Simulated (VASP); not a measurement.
These are revTPSS meta-GGA, VASP's PBE PAW potentials (set 64) (plane waves; VASP) values and carry that method's errors.

VASP ran on this input.

### POSCAR
```
InSb
1
    0.0000000000     3.2060955245     3.2060955245
    3.2060955245     0.0000000000     3.2060955245
    3.2060955245     3.2060955245     0.0000000000
In Sb
1 1
Direct
  0.0000000000   0.0000000000   0.0000000000
  0.2500000000   0.2500000000   0.2500000000
```

### KPOINTS
```
Automatic
0
gamma
  10 10 10
```

### INCAR
```
SYSTEM = InSb
PREC = Accurate
ENCUT = 520
EDIFF = 1E-7
NELM = 100
ALGO = Normal
LREAL = .FALSE.
LASPH = .TRUE.
ISMEAR = 1
SIGMA = 0.1
METAGGA = RTPSS
LMIXTAU = .TRUE.
LMAXMIX = 4
LWAVE = .FALSE.
LCHARG = .FALSE.
ISIF = 2
```

POTCAR, in this order: In_d Sb (PBE.64 set). Program: vasp_std.

Unless said otherwise, spin-orbit coupling is left out, though it shifts the bands of the heavy elements here.

### Question
Predict the energy per atom (σ→0), pressure, band gap (on the k-mesh).

### Answer

```yaml
energy per atom (σ→0): 14.586 eV/atom
band gap (on the k-mesh): 0.16 eV
pressure: 2.98 GPa
```

File OSZICAR:
```
...
DAV:  17     0.291717757289E+02   -0.41591E-04   -0.36474E-05  1340   0.495E-02    0.401E-02
DAV:  18     0.291716846993E+02   -0.91030E-04   -0.13048E-04  1252   0.805E-02    0.180E-02
DAV:  19     0.291716599041E+02   -0.24795E-04   -0.13002E-05  1227   0.402E-02    0.111E-02
DAV:  20     0.291716591818E+02   -0.72230E-06   -0.66870E-06  1377   0.362E-02    0.557E-03
DAV:  21     0.291716564192E+02   -0.27626E-05   -0.21803E-06  1257   0.185E-02    0.209E-03
DAV:  22     0.291716560384E+02   -0.38076E-06   -0.17935E-07  1410   0.539E-03    0.111E-03
DAV:  23     0.291716559491E+02   -0.89327E-07   -0.27203E-08   681   0.178E-03
   1 F= 0.29171656E+02 E0= 0.29171640E+02  d E =0.473328E-04
```

The compound is InSb in the zinc blende structure. This cell is one point of a volume scan, at 0.94 of the reference volume.
